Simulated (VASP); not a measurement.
# LiZn3 (Fm-3m) in VASP: notebook, part 2 of 2

VASP 6.6.1. The steps go on from the part before.

## Step 3: Single point, LDA

The input, INCAR:

```
SYSTEM = LiZn3
PREC = Accurate
ENCUT = 520
EDIFF = 1E-6
ISMEAR = -1
SIGMA = 0.1
LREAL = .False.
LASPH = .True.
NELM = 100
ALGO = Normal
ISIF = 2
LWAVE = .False.
LCHARG = .False.
NBANDS = 28
```

The input, KPOINTS:

```
regular mesh
0
Gamma
  7 7 7
  0 0 0
```

The input, POSCAR:

```
LiZn3
1.0
    0.0000000000      3.0111111900      3.0111111900
    3.0111111900      0.0000000000      3.0111111900
    3.0111111900      3.0111111900      0.0000000000
Li Zn
1 3
Direct
    0.0000000000      0.0000000000      0.0000000000
    0.2499999992      0.2499999992      0.2499999992
    0.7499999992      0.7499999992      0.7499999992
    0.5000000000      0.5000000000      0.5000000000
```

Potentials or basis: VASP PAW LDA potentials, release 64 (Li_sv, Zn).

Command:

```console
cat potpaw_LDA.64/Li_sv/POTCAR potpaw_LDA.64/Zn/POTCAR > POTCAR
mpirun -np 1 vasp_std > vasp.out
```

OUTCAR:

```text
SYSTEM = LiZn3
   PREC = Accurate
   ENCUT = 520
   EDIFF = 1E-6
   ISMEAR = -1
   LREAL = .False.
   LASPH = .True.
   NELM = 100
   ISIF = 2

 ion  position               nearest neighbor table
   1  0.000  0.000  0.000-   2 2.61   3 2.61   3 2.61   3 2.61   2 2.61   2 2.61   2 2.61   3 2.61

   2  0.250  0.250  0.250-   1 2.61   4 2.61   4 2.61   4 2.61   1 2.61   1 2.61   1 2.61   4 2.61
                             3 3.01   3 3.01   3 3.01   3 3.01   3 3.01   3 3.01
   3  0.750  0.750  0.750-   4 2.61   1 2.61   1 2.61   1 2.61   4 2.61   4 2.61   4 2.61   1 2.61
                             2 3.01   2 3.01   2 3.01   2 3.01   2 3.01   2 3.01
   4  0.500  0.500  0.500-   3 2.61   2 2.61   2 2.61   2 2.61   3 2.61   3 2.61   3 2.61   2 2.61

  LATTYP: Found a face centered cubic cell.
 ALAT       =     6.0222223800

  Lattice vectors:

 A1 = (   0.0000000000,   3.0111111900,   3.0111111900)
 A2 = (   3.0111111900,   0.0000000000,   3.0111111900)
 A3 = (   3.0111111900,   3.0111111900,   0.0000000000)

Analysis of symmetry for initial positions (statically):
=====================================================================
 Subroutine PRICEL returns:
 Original cell was already a primitive cell.

 Routine SETGRP: Setting up the symmetry group for a
 face centered cubic supercell.

 Subroutine GETGRP returns: Found 48 space group operations
 (whereof 48 operations were pure point group operations)
 out of a pool of 48 trial point group operations.

The static configuration has the point symmetry O_h .

Analysis of symmetry for dynamics (positions and initial velocities):
=====================================================================
 Subroutine PRICEL returns:
 Original cell was already a primitive cell.

 Routine SETGRP: Setting up the symmetry group for a
 face centered cubic supercell.

 Subroutine GETGRP returns: Found 48 space group operations
 (whereof 48 operations were pure point group operations)
 out of a pool of 48 trial point group operations.

The dynamic configuration has the point symmetry O_h .

 Subroutine INISYM returns: Found 48 space group operations
 (whereof 48 operations are pure point group operations),
 and found     1 'primitive' translations

----------------------------------------------------------------------------------------

                                     Primitive cell

  volume of cell :      54.6022

  direct lattice vectors                    reciprocal lattice vectors
     0.000000000  3.011111190  3.011111190    -0.166051656  0.166051656  0.166051656
     3.011111190  0.000000000  3.011111190     0.166051656 -0.166051656  0.166051656
     3.011111190  3.011111190  0.000000000     0.166051656  0.166051656 -0.166051656

  length of vectors
     4.258354283  4.258354283  4.258354283     0.287609905  0.287609905  0.287609905

  position of ions in fractional coordinates (direct lattice)
     0.000000000  0.000000000  0.000000000
     0.249999999  0.249999999  0.249999999
     0.749999999  0.749999999  0.749999999
     0.500000000  0.500000000  0.500000000

  ion indices of the primitive-cell ions
   primitive index   ion index
                 1           1
                 2           2
                 3           3
[... 24 lines left out ...]
 ===========================================

 Found     20 irreducible k-points:

 Following reciprocal coordinates:
            Coordinates               Weight
  0.000000  0.000000  0.000000      1.000000
  0.142857  0.000000  0.000000      8.000000
  0.285714  0.000000  0.000000      8.000000
  0.428571  0.000000  0.000000      8.000000
  0.142857  0.142857  0.000000      6.000000
  0.285714  0.142857  0.000000     24.000000
[... 12 lines left out ...]
 -0.428571  0.428571  0.142857     24.000000
 -0.285714  0.428571  0.142857     24.000000
   k-points           NKPTS =     20   k-points in BZ     NKDIM =     20   number of bands    NBANDS=     28
   number of dos      NEDOS =    301   number of ions     NIONS =      4
   total plane-waves  NPLWV =  32768
   dimension x,y,z NGX =    32 NGY =   32 NGZ =   32
   dimension x,y,z NGXF=    64 NGYF=   64 NGZF=   64
   ions per type =               1   3
   NGX,Y,Z   is equivalent  to a cutoff of  12.49, 12.49, 12.49 a.u.
   NGXF,Y,Z  is equivalent  to a cutoff of  24.99, 24.99, 24.99 a.u.
 SYSTEM =  LiZn3
   PREC   = accura    normal or accurate (medium, high low for compatibility)
   ISTART =      0    job   : 0-new  1-cont  2-samecut
   ICHARG =      2    charge: 1-file 2-atom 10-const
   ISPIN  =      1    spin polarized calculation?
   LNONCOLLINEAR =      F non collinear calculations
   LSORBIT =      F    spin-orbit coupling
   LASPH  =      T    aspherical Exc in radial PAW
   ENCUT  =  520.0 eV  38.22 Ry    6.18 a.u.   7.92  7.92  7.92*2*pi/ulx,y,z
   NELM   =    100;   NELMIN=  2; NELMDL= -5     # of ELM steps
   EDIFF  = 0.1E-05   stopping-criterion for ELM
   LREAL  =      F    real-space projection
   EDIFFG = 0.1E-04   stopping-criterion for IOM
   NSW    =      0    number of steps for IOM
   IBRION =     -1    ionic relax: 0-MD 1-quasi-New 2-CG
   NFREE  =      0    steps in history (QN), initial steepest desc. (CG)
   ISIF   =      2    stress and relaxation
   ISYM   =      2    0-nonsym 1-usesym 2-fastsym
   POTIM  = 0.5000    time-step for ionic-motion
   TEBEG  =    0.0;   TEEND  =   0.0 temperature during run
   PSTRESS=    0.0 pullay stress
   NELECT =      39.0000    total number of electrons
   NUPDOWN=      -1.0000    fix difference up-down
   EMIN   =  10.00;   EMAX   =-10.00  energy-range for DOS
   EFERMI =   0.00;   METHOD = LEGACY
   ISMEAR =    -1;   SIGMA  =   0.10  broadening in eV -4-tet -1-fermi 0-gaus
   EFERMI_NEDOS =   21; number of points for ismear=-14 and -15
   IALGO  =     38    algorithm
   IMIX   =      4    mixing-type and parameters
     AMIX     =   0.40;   BMIX     =  1.00
     AMIX_MAG =   1.60;   BMIX_MAG =  1.00
  volume/ion in A,a.u.               =      13.65        92.12
  Fermi-wavevector in a.u.,A,eV,Ry     =   1.463388  2.765403 29.136948  2.141505
  Thomas-Fermi vector in A             =   2.579489
   LORBIT       =      0    0 simple, 1 ext, 2 COOP (PROOUT), +10 PAW based schemes
   GGA     = CA    functional components
   LHFCALC =     F    Hartree Fock is set to
   AEXX    =    0.0000 exact exchange contribution
   IVDW    =     0    specifies the selected vdW correction
   LEPSILON=     F    determine dielectric tensor
   LRPA    =     F    only Hartree local field effects (RPA)
 non-spin polarized calculation
  energy-cutoff  :      520.00
  volume of cell :       54.60
 maximum number of plane-waves:      1483
   NGX = 15   NGY = 15   NGZ = 15

 number of electron      39.0000009 magnetization

 Free energy of the ion-electron system (eV)
  ---------------------------------------------------
  ext. energy  EPLUGINS =         0.00000000
  ---------------------------------------------------
  free energy    TOTEN  =        -8.39050955 eV

  energy without entropy =       -8.35468924  energy(sigma->0) =       -8.37259939

 E-fermi :   2.9396     XC(G=0): -11.4810

 val. band max:        2.8868732872   @ k =   0.2857   0.2857   0.0000
 cond. band min:       2.9771578329   @ k =   0.2857   0.1429   0.0000
 fundamental gap:      0.0902845458
 Fermi energy:         2.9395639382

 k-point     1 :       0.0000    0.0000    0.0000
  band No.  band energies     occupation
      1     -42.1391      2.00000
      2      -6.6774      2.00000
      3      -5.1942      2.00000
      4      -5.1942      2.00000
      5      -4.9106      2.00000
      6      -4.9106      2.00000
[... 609 lines left out ...]
     27      13.3416      0.00000
     28      15.6198      0.00000

------------------------ aborting loop because EDIFF is reached ----------------------------------------

  FORCE on cell =-STRESS in cart. coord.  units (eV):
  Direction    XX          YY          ZZ          XY          YZ          ZX
  --------------------------------------------------------------------------------------
  -------------------------------------------------------------------------------------
  Total       -1.3186714     -1.3186714     -1.3186714      0.0000000      0.0000000     -0.0000000
  in kB      -38.6933927    -38.6933927    -38.6933927      0.0000000      0.0000000     -0.0000000
  external PRESSURE =     -38.6933927 kB  Pullay stress =       0.0000000 kB

 VOLUME and BASIS-vectors are now :
 -----------------------------------------------------------------------------
  energy-cutoff  :      520.00
  volume of cell :       54.60
      direct lattice vectors                 reciprocal lattice vectors
     0.000000000  3.011111190  3.011111190    -0.166051656  0.166051656  0.166051656
     3.011111190  0.000000000  3.011111190     0.166051656 -0.166051656  0.166051656
     3.011111190  3.011111190  0.000000000     0.166051656  0.166051656 -0.166051656

 POSITION                                       TOTAL-FORCE (eV/Angst)
 -----------------------------------------------------------------------------------
      0.00000      0.00000      0.00000        -0.000000     -0.000000      0.000000
      1.50556      1.50556      1.50556        -0.000000     -0.000000     -0.000000
      4.51667      4.51667      4.51667         0.000000      0.000000     -0.000000
      3.01111      3.01111      3.01111         0.000000     -0.000000      0.000000
 -----------------------------------------------------------------------------------
    total drift:                                0.000001      0.000001      0.000001

  FREE ENERGIE OF THE ION-ELECTRON SYSTEM (eV)
  ---------------------------------------------------
  free  energy   TOTEN  =        -8.3905095523 eV

  energy  without entropy=       -8.3546892361  energy(sigma->0) =       -8.37259939
```

OSZICAR:

```text
N       E                     dE             d eps       ncg     rms          rms(c)
DAV:   1     0.218010133085E+03    0.21801E+03   -0.17937E+04  1144   0.202E+03
DAV:   2     0.522576762378E+01   -0.21278E+03   -0.20627E+03  1120   0.361E+02
DAV:   3    -0.881532668086E+01   -0.14041E+02   -0.13912E+02  1244   0.100E+02
DAV:   4    -0.914842406535E+01   -0.33310E+00   -0.33147E+00  1536   0.134E+01
DAV:   5    -0.915341323511E+01   -0.49892E-02   -0.49873E-02  1236   0.143E+00    0.535E+00
DAV:   6    -0.846016559664E+01    0.69325E+00   -0.30653E+00  1372   0.323E+01    0.381E+00
DAV:   7    -0.841257974815E+01    0.47586E-01   -0.27528E-01  1364   0.114E+01    0.190E+00
DAV:   8    -0.839275951019E+01    0.19820E-01   -0.71236E-02  1420   0.882E+00    0.451E-01
DAV:   9    -0.839045705521E+01    0.23025E-02   -0.16090E-02  1396   0.405E+00    0.134E-01
DAV:  10    -0.839046999905E+01   -0.12944E-04   -0.52811E-03  1520   0.118E+00    0.576E-02
DAV:  11    -0.839053520836E+01   -0.65209E-04   -0.21646E-03  1340   0.129E+00    0.528E-02
DAV:  12    -0.839050688863E+01    0.28320E-04   -0.26409E-04  1248   0.693E-01    0.997E-03
DAV:  13    -0.839051110662E+01   -0.42180E-05   -0.53590E-05  1284   0.728E-02    0.929E-03
DAV:  14    -0.839050971280E+01    0.13938E-05   -0.32266E-06  1096   0.892E-02    0.425E-03
DAV:  15    -0.839050955229E+01    0.16052E-06   -0.14355E-06   724   0.424E-02
   1 F= -.83905096E+01 E0= -.83725994E+01  d E =-.358203E-01
```

It used 51 s of CPU time on 1 thread of Intel(R) Xeon(R) Platinum 8175M CPU @ 2.50GHz (Skylake/Cascade Lake) (shared host), which was overloaded at the time.

What came out:

```yaml
Free_energy: -8.3905 eV
Band_gap_on_the_k_mesh: none (metal or under the smearing width)
```

Levels at points of the mesh, in eV from the Fermi level:
| k point | band 18 | band 19 | band 20 | band 21 | band 22 | band 23 |
| --- | --- | --- | --- | --- | --- | --- |
| (0.00, 0.00, 0.00) | 2.69 | 2.69 | 2.69 | 3.13 | 3.49 | 3.49 |

Caveat: the cutoff is under 1.25 times the usual one of these potentials, so pressure, stress and relaxed cells hold a basis-set (Pulay) error.

## Step 4: Single point, LDA

The input, INCAR:

```
ALGO = Fast
EDIFF = 1E-6
ENCUT = 520
GGA = CA
ISIF = 2
ISMEAR = -1
LASPH = True
LCHARG = True
LELF = True
LREAL = False
LVHAR = True
LWAVE = False
NBANDS = 28
NELM = 100
PREC = Accurate
SIGMA = 0.3
```

The input, KPOINTS:

```
k-points
0
Gamma
  7 7 7
```

POSCAR is that of step 3.

Command:

```console
cat potpaw_LDA.64/Li_sv/POTCAR potpaw_LDA.64/Zn/POTCAR > POTCAR
mpirun -np 1 vasp_std > vasp.out
```

It used 69 s of CPU time on 1 thread of Intel(R) Xeon(R) Platinum 8175M CPU @ 2.50GHz (Skylake/Cascade Lake), with other jobs on the host, which was overloaded at the time.

The run converged. Its results:

- Free energy: -8.5136 eV
- Band gap on the k mesh: none (metal or under the smearing width)

Levels at points of the mesh, in eV from the Fermi level:
| k point | band 18 | band 19 | band 20 | band 21 | band 22 | band 23 |
| --- | --- | --- | --- | --- | --- | --- |
| (0.00, 0.00, 0.00) | 2.63 | 2.63 | 2.63 | 3.06 | 3.42 | 3.42 |

Caveat: the cutoff is under 1.25 times the usual one of these potentials, so pressure, stress and relaxed cells hold a basis-set (Pulay) error.

## Step 5: Single point, LDA

The input, INCAR:

```
SYSTEM = LiZn3
ALGO = Fast ; EDIFF = 1E-6
ENCUT = 520 ; GGA = CA
ISIF = 2 ; ISMEAR = -1
LASPH = .True. ; LCHARG = .False.
LREAL = .False. ; LWAVE = .False.
NBANDS = 28 ; NELM = 100
PREC = Accurate ; SIGMA = 0.05
```

The input, KPOINTS:

```
k-points
0
Gamma
  7 7 7
  0 0 0
```

POSCAR is that of step 4.

Potentials or basis: VASP PAW LDA potentials, release 64 (Li_sv, Zn).

Command:

```console
cat potpaw_LDA.64/Li_sv/POTCAR potpaw_LDA.64/Zn/POTCAR > POTCAR
mpirun -np 1 vasp_std > vasp.out
```

OUTCAR:

```text
SYSTEM = LiZn3
   EDIFF = 1E-6
   ENCUT = 520
   GGA = CA
   ISIF = 2
   ISMEAR = -1
   LASPH = .True.
   LREAL = .False.
   NELM = 100
   PREC = Accurate

 ion  position               nearest neighbor table
   1  0.000  0.000  0.000-   2 2.61   3 2.61   3 2.61   3 2.61   2 2.61   2 2.61   2 2.61   3 2.61

   2  0.250  0.250  0.250-   1 2.61   4 2.61   4 2.61   4 2.61   1 2.61   1 2.61   1 2.61   4 2.61
                             3 3.01   3 3.01   3 3.01   3 3.01   3 3.01   3 3.01
[... 818 lines left out ...]
  --------------------------------------------------------------------------------------
  -------------------------------------------------------------------------------------
  Total       -1.3078354     -1.3078354     -1.3078354     -0.0000000     -0.0000000      0.0000000
  in kB      -38.3754348    -38.3754348    -38.3754348     -0.0000000     -0.0000000      0.0000000
  external PRESSURE =     -38.3754348 kB  Pullay stress =       0.0000000 kB

 VOLUME and BASIS-vectors are now :
 -----------------------------------------------------------------------------
  energy-cutoff  :      520.00
  volume of cell :       54.60
      direct lattice vectors                 reciprocal lattice vectors
     0.000000000  3.011111190  3.011111190    -0.166051656  0.166051656  0.166051656
     3.011111190  0.000000000  3.011111190     0.166051656 -0.166051656  0.166051656
     3.011111190  3.011111190  0.000000000     0.166051656  0.166051656 -0.166051656

 POSITION                                       TOTAL-FORCE (eV/Angst)
 -----------------------------------------------------------------------------------
      0.00000      0.00000      0.00000         0.000000      0.000000      0.000000
      1.50556      1.50556      1.50556        -0.000000     -0.000000     -0.000000
      4.51667      4.51667      4.51667         0.000000      0.000000      0.000000
      3.01111      3.01111      3.01111         0.000000      0.000000      0.000000
 -----------------------------------------------------------------------------------
    total drift:                                0.000001      0.000001      0.000001

  FREE ENERGIE OF THE ION-ELECTRON SYSTEM (eV)
  ---------------------------------------------------
  free  energy   TOTEN  =        -8.3755749718 eV

  energy  without entropy=       -8.3638504716  energy(sigma->0) =       -8.36971272
```

It used 67 s of CPU time on 1 thread of Intel(R) Xeon(R) Platinum 8175M CPU @ 2.50GHz (Skylake/Cascade Lake), with other jobs on the host, which was overloaded at the time.

What came out:

```yaml
Free_energy: -8.3756 eV
Band_gap_on_the_k_mesh: none (metal or under the smearing width)
```

Caveat: the cutoff is under 1.25 times the usual one of these potentials, so pressure, stress and relaxed cells hold a basis-set (Pulay) error.

## Step 6: The runs side by side

```tsv
smearing	gap on the mesh (eV)
fermi-dirac 0.2 eV	none
fermi-dirac 0.1 eV	none
fermi-dirac 0.3 eV	none
fermi-dirac 0.05 eV	none
```

Alike in all rows: task single point; level LDA; potentials or basis VASP PAW LDA potentials, release 64 (Li_sv, Zn); no spin polarisation; cell as given; k mesh 7 × 7 × 7; cutoff (eV) 520.

Every run on the cell as given and a fine mesh finds a metal.

Caveats: the cutoff is under 1.25 times the usual one of these potentials, so pressure, stress and relaxed cells hold a basis-set (Pulay) error.

Total energies depend on the potentials used, so only differences within one code and one set of settings carry meaning.
